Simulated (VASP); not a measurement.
Method: LDA (Ceperley-Alder, Perdew-Zunger), VASP's LDA PAW potentials (set 64) (plane waves; VASP 6.6.1).

VASP ran on this input.

File POSCAR:
```
Li2S
1.0
  0.0000000000   2.7838676737   2.7838676737
  2.7838676737   0.0000000000   2.7838676737
  2.7838676737   2.7838676737   0.0000000000
Li S
2 1
direct
  0.2500000000   0.2500000000   0.2500000000
  0.7500000000   0.7500000000   0.7500000000
  0.0000000000   0.0000000000   0.0000000000
```

INCAR:
```
! general
SYSTEM  =  Li2S
PREC    =  Accurate
ENCUT   =  520   ! plane-wave cut-off (eV)
LREAL   =  F   ! projection in real space or not
LASPH   =  T

! electronic loop
EDIFF   =  1E-6   ! SCF stop (eV)
NELM    =  100   ! most electronic steps
ALGO    =  Normal   ! blocked Davidson

! smearing
ISMEAR  =  0   ! Gaussian
SIGMA   =  0.05

! ions
IBRION  =  2   ! conjugate gradients
NSW     =  60   ! most ionic steps
ISIF    =  3   ! ions, shape and volume
EDIFFG  =  -0.02   ! ionic stop

! output
LWAVE   =  F
LCHARG  =  F
```

KPOINTS:
```
Automatic mesh
0
Gamma
6 6 6
0 0 0
```

POTCAR, in this order: Li_sv S (LDA.64 set). Program: vasp_std.

**Question.** What will the output report for the number of irreducible k-points (NKPTS), largest plane-wave count, number of space-group operations, FFT grid (NGX, NGY, NGZ)?

**Answer.** 
```json
{
 "number of irreducible k-points (NKPTS)": "16",
 "largest_plane_wave_count": "1211",
 "number_of_space_group_operations": "48",
 "FFT grid (NGX, NGY, NGZ)": "30 × 30 × 30"
}
```

The compound is Li2S in the antifluorite structure. It was relaxed first, which changed the volume by -8 %. The start is the result of an earlier pass.
